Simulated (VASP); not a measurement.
Input:

```
Mn
1.0
    3.84765     0.00000     0.00000
   -1.92382     3.33216     0.00000
    0.00000     0.00000     2.41564
Mn
3
Direct
  0.00000   0.00000   0.00000
  0.33333   0.66667   0.50000
  0.66667   0.33333   0.50000
```

The numbers are results of PBEsol GGA, VASP's PBE PAW potentials (set 64) (plane waves; VASP), not measurements. Settings: 400 eV cut-off, 10×10×14 Γ-centred mesh, tetrahedra with Blöchl corrections, potentials Mn_pv.

Predict the energy per atom (σ→0), band gap (on the k-mesh) with the smallest direct gap where there is one.

The band gap (on the k-mesh) is none (metal, semimetal or under 0.01 eV) and the energy per atom (σ→0) is -9.663 eV/atom.

Total energies compare only between runs with the same potentials, cut-off and functional.

The structure was generated: Mn was put into the omega type (P6/mmm), which need not be its known phase. It was relaxed first, which changed the volume by -9 %. The run is not spin-polarised, so no magnetic state was tried.
